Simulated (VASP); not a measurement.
# MgW (P2/c) in VASP: reference runs

Aim: a first look at MgW with PBE, on the cell as given and on a disturbed one.

Everything below comes from runs of VASP 6.6.1. Logs are shortened: lines on timing, memory, paths and dates and some standing lists are left out, and cuts for length are marked.

### 1 The structure

Symmetry: P2/c, No. 13, monoclinic system. The conventional cell has a = 4.680 Å, b = 5.660 Å, c = 4.920 Å, α = 90.00°, β = 90.33°, γ = 90.00°. Around W (site symmetry 2) lie 2 W at 3.21 Å and 8 Mg at 3.47 to 3.68 Å. Mg (site symmetry 2) has 2 Mg at 3.19 Å and 6 W at 3.47 to 3.66 Å as nearest neighbours.

### 2 Single point, PBE

INCAR reads:

```
SYSTEM = MgW
PREC = Accurate
ENCUT = 520
EDIFF = 1E-7
ISMEAR = -1
SIGMA = 0.05
LREAL = .FALSE.
LASPH = .TRUE.
NELM = 80
ALGO = Normal
ISIF = 2
LWAVE = .FALSE.
LCHARG = .FALSE.
GGA = PE
NBANDS = 24
```

KPOINTS reads:

```
Automatic mesh
0
G
  6 5 6
  0 0 0
```

POSCAR reads:

```
MgW
1.0
    4.6800000000      0.0000000000      0.0000000000
    0.0000000000      5.6600000000      0.0000000000
   -0.0283370091      0.0000000000      4.9199183950
W Mg
2 2
Direct
    0.0000000000      0.1820000000      0.2500000000
    0.0000000000      0.8180000000      0.7500000000
    0.5000000000      0.6800000000      0.2500000000
    0.5000000000      0.3200000000      0.7500000000
```

Potentials or basis: VASP PAW PBE potentials, release 64 (W_sv, Mg).

Launch:

```sh
> cat potpaw_PBE.64/W_sv/POTCAR potpaw_PBE.64/Mg/POTCAR > POTCAR
> mpirun -np 1 vasp_std > vasp.out
```

OUTCAR:

```text
SYSTEM = MgW
   PREC = Accurate
   ENCUT = 520
   EDIFF = 1E-7
   ISMEAR = -1
   LREAL = .FALSE.
   LASPH = .TRUE.
   NELM = 80
   ISIF = 2
   GGA = PE

 ion  position               nearest neighbor table
   1  0.000  0.182  0.250-   2 3.21   2 3.21   4 3.47   4 3.47   4 3.49   4 3.49
   2  0.000  0.818  0.750-   1 3.21   1 3.21   3 3.47   3 3.47   3 3.49   3 3.49
   3  0.500  0.680  0.250-   4 3.19   4 3.19   2 3.47   2 3.47   2 3.49   2 3.49
   4  0.500  0.320  0.750-   3 3.19   3 3.19   1 3.47   1 3.47   1 3.49   1 3.49

  LATTYP: Found a simple monoclinic cell.
 ALAT       =     4.6800000000
 B/A-ratio  =     1.2094017094
 C/A-ratio  =     1.0512820513
 COS(beta)  =    -0.0057595547

  Lattice vectors:

 A1 = (   4.6800000000,   0.0000000000,   0.0000000000)
 A2 = (   0.0000000000,   5.6600000000,   0.0000000000)
 A3 = (  -0.0283370091,   0.0000000000,   4.9199183950)

Analysis of symmetry for initial positions (statically):
=====================================================================
 Subroutine PRICEL returns:
 Original cell was already a primitive cell.

 Routine SETGRP: Setting up the symmetry group for a
 simple monoclinic supercell.

 Subroutine GETGRP returns: Found  4 space group operations
 (whereof  2 operations were pure point group operations)
 out of a pool of  4 trial point group operations.

The static configuration has the point symmetry S_2 .
 The point group associated with its full space group is C_2h.

Analysis of symmetry for dynamics (positions and initial velocities):
=====================================================================
 Subroutine PRICEL returns:
 Original cell was already a primitive cell.

 Routine SETGRP: Setting up the symmetry group for a
 simple monoclinic supercell.

 Subroutine GETGRP returns: Found  4 space group operations
 (whereof  2 operations were pure point group operations)
 out of a pool of  4 trial point group operations.

The dynamic configuration has the point symmetry S_2 .
 The point group associated with its full space group is C_2h.

 Subroutine INISYM returns: Found  4 space group operations
 (whereof  2 operations are pure point group operations),
 and found     1 'primitive' translations

----------------------------------------------------------------------------------------

                                     Primitive cell

  volume of cell :     130.3227

  direct lattice vectors                    reciprocal lattice vectors
     4.680000000  0.000000000  0.000000000     0.213675214  0.000000000  0.001230694
     0.000000000  5.660000000  0.000000000     0.000000000  0.176678445  0.000000000
    -0.028337009  0.000000000  4.919918395     0.000000000  0.000000000  0.203255404

  length of vectors
     4.680000000  5.660000000  4.920000000     0.213678758  0.176678445  0.203255404

  position of ions in fractional coordinates (direct lattice)
     0.000000000  0.182000000  0.250000000
     0.000000000  0.818000000  0.750000000
     0.500000000  0.680000000  0.250000000
     0.500000000  0.320000000  0.750000000

  ion indices of the primitive-cell ions
   primitive index   ion index
                 1           1
                 2           2
                 3           3
                 4           4

----------------------------------------------------------------------------------------

 KPOINTS: Automatic mesh

Automatic generation of k-mesh.
 Grid dimensions read from file:
 generate k-points for:    6    5    6

 Generating k-lattice:

  Cartesian coordinates                     Fractional coordinates (reciprocal lattice)
     0.035612536  0.000000000  0.000205116     0.166666667  0.000000000  0.000000000
     0.000000000  0.035335689  0.000000000     0.000000000  0.200000000  0.000000000
     0.000000000  0.000000000  0.033875901     0.000000000  0.000000000  0.166666667

  Length of vectors
     0.035613126  0.035335689  0.033875901

  Shift w.r.t. Gamma in fractional coordinates (k-lattice)
     0.000000000  0.000000000  0.000000000

 Subroutine IBZKPT returns following result:
 ===========================================

 Found     60 irreducible k-points:

 Following reciprocal coordinates:
            Coordinates               Weight
  0.000000  0.000000  0.000000      1.000000
  0.166667  0.000000 -0.000000      2.000000
  0.333333  0.000000 -0.000000      2.000000
  0.500000  0.000000 -0.000000      1.000000
  0.000000  0.200000  0.000000      2.000000
  0.166667  0.200000 -0.000000      4.000000
[... 16 lines left out ...]
 -0.333333  0.200000  0.166667      4.000000
 -0.166667  0.200000  0.166667      4.000000
 [... further k-points ...]
   k-points           NKPTS =     60   k-points in BZ     NKDIM =     60   number of bands    NBANDS=     24
   number of dos      NEDOS =    301   number of ions     NIONS =      4
   total plane-waves  NPLWV =  60480
   dimension x,y,z NGX =    36 NGY =   42 NGZ =   40
   dimension x,y,z NGXF=    72 NGYF=   84 NGZF=   80
   ions per type =               2   2
   NGX,Y,Z   is equivalent  to a cutoff of  12.79, 12.34, 13.52 a.u.
   NGXF,Y,Z  is equivalent  to a cutoff of  25.58, 24.67, 27.03 a.u.
 SYSTEM =  MgW
   PREC   = accura    normal or accurate (medium, high low for compatibility)
   ISTART =      0    job   : 0-new  1-cont  2-samecut
   ICHARG =      2    charge: 1-file 2-atom 10-const
   ISPIN  =      1    spin polarized calculation?
   LNONCOLLINEAR =      F non collinear calculations
   LSORBIT =      F    spin-orbit coupling
   LASPH  =      T    aspherical Exc in radial PAW
   ENCUT  =  520.0 eV  38.22 Ry    6.18 a.u.   8.70 10.52  9.15*2*pi/ulx,y,z
   NELM   =     80;   NELMIN=  2; NELMDL= -5     # of ELM steps
   EDIFF  = 0.1E-06   stopping-criterion for ELM
   LREAL  =      F    real-space projection
   EDIFFG = 0.1E-05   stopping-criterion for IOM
   NSW    =      0    number of steps for IOM
   IBRION =     -1    ionic relax: 0-MD 1-quasi-New 2-CG
   NFREE  =      0    steps in history (QN), initial steepest desc. (CG)
   ISIF   =      2    stress and relaxation
   ISYM   =      2    0-nonsym 1-usesym 2-fastsym
   POTIM  = 0.5000    time-step for ionic-motion
   TEBEG  =    0.0;   TEEND  =   0.0 temperature during run
   PSTRESS=    0.0 pullay stress
   NELECT =      32.0000    total number of electrons
   NUPDOWN=      -1.0000    fix difference up-down
   EMIN   =  10.00;   EMAX   =-10.00  energy-range for DOS
   EFERMI =   0.00;   METHOD = LEGACY
   ISMEAR =    -1;   SIGMA  =   0.05  broadening in eV -4-tet -1-fermi 0-gaus
   EFERMI_NEDOS =   21; number of points for ismear=-14 and -15
   IALGO  =     38    algorithm
   IMIX   =      4    mixing-type and parameters
     AMIX     =   0.40;   BMIX     =  1.00
     AMIX_MAG =   1.60;   BMIX_MAG =  1.00
  volume/ion in A,a.u.               =      32.58       219.87
  Fermi-wavevector in a.u.,A,eV,Ry     =   1.025144  1.937241 14.298630  1.050920
  Thomas-Fermi vector in A             =   2.158968
   LORBIT       =      0    0 simple, 1 ext, 2 COOP (PROOUT), +10 PAW based schemes
   GGA     = PE    functional components
   LHFCALC =     F    Hartree Fock is set to
   AEXX    =    0.0000 exact exchange contribution
   IVDW    =     0    specifies the selected vdW correction
   LEPSILON=     F    determine dielectric tensor
   LRPA    =     F    only Hartree local field effects (RPA)
 non-spin polarized calculation
  energy-cutoff  :      520.00
  volume of cell :      130.32
 maximum number of plane-waves:      3536
   NGX = 17   NGY = 21   NGZ = 19

 number of electron      32.0000006 magnetization

 Free energy of the ion-electron system (eV)
  ---------------------------------------------------
  ext. energy  EPLUGINS =         0.00000000
  ---------------------------------------------------
  free energy    TOTEN  =       -18.99430644 eV

  energy without entropy =      -18.95729199  energy(sigma->0) =      -18.97579922

 E-fermi :   1.9330     XC(G=0):  -8.6776

 val. band max:        1.9243844019   @ k =  -0.1667   0.4000   0.3333
 cond. band min:       1.9806703746   @ k =   0.1667   0.2000  -0.0000
 fundamental gap:      0.0562859727
 Fermi energy:         1.9329684906

 k-point     1 :       0.0000    0.0000    0.0000
  band No.  band energies     occupation
      1     -72.5714      2.00000
      2     -72.5652      2.00000
      3     -36.7212      2.00000
      4     -36.7064      2.00000
      5     -36.6262      2.00000
      6     -36.6261      2.00000
[... 16 lines left out ...]
     23       3.8663      0.00000
     24       5.8711      0.00000

 k-point     2 :       0.1667    0.0000   -0.0000
  band No.  band energies     occupation
      1     -72.5714      2.00000
      2     -72.5652      2.00000
      3     -36.7215      2.00000
      4     -36.7066      2.00000
      5     -36.6261      2.00000
      6     -36.6261      2.00000
[... 16 lines left out ...]
     23       3.9291      0.00000
     24       5.5775      0.00000

 k-point     3 :       0.3333    0.0000   -0.0000
  band No.  band energies     occupation
      1     -72.5714      2.00000
      2     -72.5652      2.00000
      3     -36.7221      2.00000
      4     -36.7072      2.00000
      5     -36.6261      2.00000
      6     -36.6260      2.00000
[... 16 lines left out ...]
     23       4.4679      0.00000
     24       4.9918      0.00000
[... 514 lines left out ...]
 k-point    23 :      -0.3333    0.2000    0.1667
  band No.  band energies     occupation
      1     -72.5710      2.00000
      2     -72.5656      2.00000
      3     -36.7211      2.00000
      4     -36.7082      2.00000
      5     -36.6283      2.00000
      6     -36.6266      2.00000
[... 16 lines left out ...]
     23       4.8087      0.00000
     24       5.3930      0.00000

 k-point    24 :      -0.1667    0.2000    0.1667
  band No.  band energies     occupation
      1     -72.5710      2.00000
      2     -72.5656      2.00000
      3     -36.7204      2.00000
      4     -36.7077      2.00000
      5     -36.6284      2.00000
      6     -36.6266      2.00000
[... 16 lines left out ...]
     23       5.2613      0.00000
     24       5.8216      0.00000

 [... further k-points ...]

------------------------ aborting loop because EDIFF is reached ----------------------------------------

  FORCE on cell =-STRESS in cart. coord.  units (eV):
  Direction    XX          YY          ZZ          XY          YZ          ZX
  --------------------------------------------------------------------------------------
  -------------------------------------------------------------------------------------
  Total      -13.2893063    -18.0504779    -19.0172406      0.0000000      0.0000000      0.0855172
  in kB     -163.3776743   -221.9111400   -233.7964437      0.0000000      0.0000000      1.0513418
  external PRESSURE =    -206.3617527 kB  Pullay stress =       0.0000000 kB

 VOLUME and BASIS-vectors are now :
 -----------------------------------------------------------------------------
  energy-cutoff  :      520.00
  volume of cell :      130.32
      direct lattice vectors                 reciprocal lattice vectors
     4.680000000  0.000000000  0.000000000     0.213675214  0.000000000  0.001230694
     0.000000000  5.660000000  0.000000000     0.000000000  0.176678445  0.000000000
    -0.028337009  0.000000000  4.919918395     0.000000000  0.000000000  0.203255404

 POSITION                                       TOTAL-FORCE (eV/Angst)
 -----------------------------------------------------------------------------------
     -0.00708      1.03012      1.22998        -0.000000     -2.812349      0.000000
     -0.02125      4.62988      3.68994        -0.000000      2.812349      0.000000
      2.33292      3.84880      1.22998         0.000000      0.596370      0.000000
      2.31875      1.81120      3.68994         0.000000     -0.596370      0.000000
 -----------------------------------------------------------------------------------
    total drift:                                0.000000      0.000000      0.000000

  FREE ENERGIE OF THE ION-ELECTRON SYSTEM (eV)
  ---------------------------------------------------
  free  energy   TOTEN  =       -18.9943064437 eV

  energy  without entropy=      -18.9572919908  energy(sigma->0) =      -18.97579922
```

It took 2.2 min on 1 thread of Intel Xeon Platinum 8375C at 2.90GHz (Ice Lake), shared host; peak memory 0.33 GiB.

Results:

```
Free energy            : -18.9943 eV
Pressure               : -20.6 GPa
Largest force          : 2.812 eV/Å
Band gap on the k mesh : none (metal or under the smearing width)
```

Forces on the atoms (eV/Å):
```
W    0.000 -2.812  0.000
W    0.000  2.812  0.000
Mg   0.000  0.596  0.000
Mg   0.000 -0.596  0.000
```

Stress tensor (GPa, compression positive):
```
-16.34   0.00   0.11
  0.00 -22.19   0.00
  0.11   0.00 -23.38
```

Caveat: so large a pressure means that the cell lies far from this level's equilibrium, or that cutoff or potentials fall short; forces of over 1 eV/Å show positions far from the minimum, so gaps and moduli don't describe the material at rest. Spin-orbit coupling is left out, which matters for the levels of W.

### 3 Single point, PBE (atoms moved at random, drawn with an rms of 0.05 Å)

INCAR reads:

```
SYSTEM = MgW
ALGO = Normal
EDIFF = 1E-7
ENCUT = 520
GGA = PE
ISIF = 2
ISMEAR = -1
LASPH = .True.
LCHARG = .False.
LREAL = .False.
LWAVE = .False.
NBANDS = 24
NELM = 80
PREC = Accurate
SIGMA = 0.05
```

KPOINTS reads:

```
k-points
0
Gamma
  6 5 6
  0 0 0
```

POSCAR reads:

```
MgW
1.0
    4.6800000000      0.0000000000      0.0000000000
    0.0000000000      5.6600000000      0.0000000000
   -0.0283370091      0.0000000000      4.9199183950
W Mg
2 2
Direct
    0.0012100000      0.1857690000      0.2430520000
    0.0081940000      0.8245550000      0.7566280000
    0.5007280000      0.6877900000      0.2475930000
    0.5119600000      0.3162570000      0.7536090000
```

Potentials or basis: VASP PAW PBE potentials, release 64 (W_sv, Mg).

Launch:

```sh
> cat potpaw_PBE.64/W_sv/POTCAR potpaw_PBE.64/Mg/POTCAR > POTCAR
> mpirun -np 1 vasp_std > vasp.out
```

OUTCAR:

```text
SYSTEM = MgW
   EDIFF = 1E-7
   ENCUT = 520
   GGA = PE
   ISIF = 2
   ISMEAR = -1
   LASPH = .True.
   LREAL = .False.
   NELM = 80
   PREC = Accurate

 ion  position               nearest neighbor table
   1  0.001  0.186  0.243-   2 3.15   2 3.25   4 3.39   4 3.48   4 3.49   4 3.54
   2  0.008  0.825  0.757-   1 3.15   1 3.25   3 3.42   3 3.48   3 3.50   3 3.53
   3  0.501  0.688  0.248-   4 3.21   4 3.26   2 3.42   2 3.48   2 3.50   2 3.53
   4  0.512  0.316  0.754-   3 3.21   3 3.26   1 3.39   1 3.48   1 3.49   1 3.54

  LATTYP: Found a simple monoclinic cell.
 ALAT       =     4.6800000000
 B/A-ratio  =     1.2094017094
 C/A-ratio  =     1.0512820513
 COS(beta)  =    -0.0057595547

  Lattice vectors:

 A1 = (   4.6800000000,   0.0000000000,   0.0000000000)
 A2 = (   0.0000000000,   5.6600000000,   0.0000000000)
 A3 = (  -0.0283370091,   0.0000000000,   4.9199183950)

Analysis of symmetry for initial positions (statically):
=====================================================================
 Subroutine PRICEL returns:
 Original cell was already a primitive cell.

 Routine SETGRP: Setting up the symmetry group for a
 simple monoclinic supercell.

[... 170 lines left out ...]
 E-fermi :   1.9418     XC(G=0):  -8.6762

 val. band max:        1.9364985805   @ k =   0.1667   0.4000  -0.3333
 cond. band min:       1.9577257194   @ k =  -0.1667   0.4000  -0.1667
 fundamental gap:      0.0212271389
 Fermi energy:         1.9418134279

 k-point     1 :       0.0000    0.0000    0.0000
  band No.  band energies     occupation
      1     -72.5577      2.00000
      2     -72.5510      2.00000
      3     -36.7088      2.00000
      4     -36.6931      2.00000
      5     -36.6207      2.00000
      6     -36.6087      2.00000
[... 637 lines left out ...]
     23       4.9419      0.00000
     24       5.3398      0.00000

 [... further k-points ...]

------------------------ aborting loop because EDIFF is reached ----------------------------------------

  FORCE on cell =-STRESS in cart. coord.  units (eV):
  Direction    XX          YY          ZZ          XY          YZ          ZX
  --------------------------------------------------------------------------------------
  -------------------------------------------------------------------------------------
  Total      -13.2333533    -18.0141779    -19.1825050      0.1099484     -0.3045815      0.1063793
  in kB     -162.6897922   -221.4648705   -235.8281907      1.3516971     -3.7445001      1.3078183
  external PRESSURE =    -206.6609511 kB  Pullay stress =       0.0000000 kB

 VOLUME and BASIS-vectors are now :
 -----------------------------------------------------------------------------
  energy-cutoff  :      520.00
  volume of cell :      130.32
      direct lattice vectors                 reciprocal lattice vectors
     4.680000000  0.000000000  0.000000000     0.213675214  0.000000000  0.001230694
     0.000000000  5.660000000  0.000000000     0.000000000  0.176678445  0.000000000
    -0.028337009  0.000000000  4.919918395     0.000000000  0.000000000  0.203255404

 POSITION                                       TOTAL-FORCE (eV/Angst)
 -----------------------------------------------------------------------------------
     -0.00122      1.05145      1.19580         0.091177     -2.864780     -0.234493
      0.01691      4.66698      3.72255        -0.096031      2.872909      0.238054
      2.33639      3.89289      1.21814         0.003379      0.568757     -0.016890
      2.37462      1.79001      3.70769         0.001475     -0.576886      0.013329
 -----------------------------------------------------------------------------------
    total drift:                                0.000059      0.000200     -0.000040

  FREE ENERGIE OF THE ION-ELECTRON SYSTEM (eV)
  ---------------------------------------------------
  free  energy   TOTEN  =       -19.0838708520 eV

  energy  without entropy=      -19.0471745768  energy(sigma->0) =      -19.06552271
```

It took 3.6 min on 1 thread of Intel Xeon Platinum 8375C at 2.90GHz (Ice Lake), shared host; peak memory 0.41 GiB.

Results:

| Quantity | Value |
| --- | --- |
| Free energy | -19.0839 eV |
| Pressure | -20.7 GPa |
| Largest force | 2.884 eV/Å |
| Band gap on the k mesh | none (metal or under the smearing width) |

Forces on the atoms (eV/Å):
```
W    0.091 -2.865 -0.234
W   -0.096  2.873  0.238
Mg   0.003  0.569 -0.017
Mg   0.001 -0.577  0.013
```

Stress tensor (GPa, compression positive):
```
-16.27   0.14   0.13
  0.14 -22.15  -0.37
  0.13  -0.37 -23.58
```
